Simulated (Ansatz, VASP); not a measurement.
**Sr2HfO2 in VASP and in Ansatz**

```
Sr Hf O
1.0
     4.36866    0.00000    0.00000
     0.00000    4.36866    0.00000
     0.00000    0.00000    6.08759
Sr Hf O
2 1 2
Direct
  0.00000 0.00000 0.00000
  0.50000 0.50000 0.00000
  0.50000 0.50000 0.50000
  0.00000 0.00000 0.61135
  0.00000 0.00000 0.38865
```

Alike in both runs: task single point; functional PBE; k mesh 4 × 4 × 4; occupations gaussian, width 0.1 eV; no spin polarisation.

```csv
,VASP,Ansatz
version,VASP 6.6.1,Ansatz 0.2.0
potentials or method,"VASP PAW PBE potentials, release 64 (Sr_sv, Hf_pv, O)","scalar-relativistic, plane waves, PAW"
plane-wave cutoff (eV),520,420
valence electrons in the cell,42,58
```

|  | VASP | Ansatz | Ansatz less VASP |
| --- | --- | --- | --- |
| gap on the k mesh at the Fermi level (eV) | none | none | - |
| pressure (GPa) | 4.4 | 4.1 | -0.27 |
| largest component of the traceless stress (GPa) | 1.57 | 1.06 | -0.515 |
| rms of the force components (eV/Å) | 0.676 | 0.572 | -0.1043 |

Atom by atom the forces differ by 0.104 eV/Å (rms over components). A gap of «none» marks a metal or a gap that the smearing closes. The two sets of potentials don't hold the same shells in valence.

Caveats: forces of over 1 eV/Å show positions far from the minimum, so gaps and moduli don't describe the material at rest. Spin-orbit coupling is left out, which matters for the levels of Hf.
